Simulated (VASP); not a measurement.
```
CELL_PARAMETERS angstrom
      3.99376     0.00000     0.00000
      0.00000     3.99376     0.00000
      0.00000     0.00000     5.04136
ATOMIC_POSITIONS crystal
  Pb 0.50000 0.00000 0.76422
  Pb 0.00000 0.50000 0.23578
  O  0.50000 0.50000 0.00000
  O  0.00000 0.00000 0.00000
```

Calculation: SCAN meta-GGA, VASP's PBE PAW potentials (set 64) (plane waves; VASP). Numerical set-up: 520 eV cut-off, 6×6×5 Γ-centred mesh, tetrahedra with Blöchl corrections, potentials Pb_d O.

The cores are frozen, which limits the accuracy of field gradients.

### Question
Give the principal components of the electric field gradient (V/Å²) and the asymmetry η at each nucleus.

### Answer

```json
[
 {"atom": "Pb1", "Vxx": "109.7", "Vyy": "109.7", "Vzz": "-219.5", "η": "0.00"},
 {"atom": "Pb2", "Vxx": "109.7", "Vyy": "109.7", "Vzz": "-219.5", "η": "0.00"},
 {"atom": "O3", "Vxx": "0.3", "Vyy": "0.3", "Vzz": "-0.7", "η": "0.00"},
 {"atom": "O4", "Vxx": "0.3", "Vyy": "0.3", "Vzz": "-0.7", "η": "0.00"}
]
```

The compound is PbO in the litharge structure. It was relaxed first.
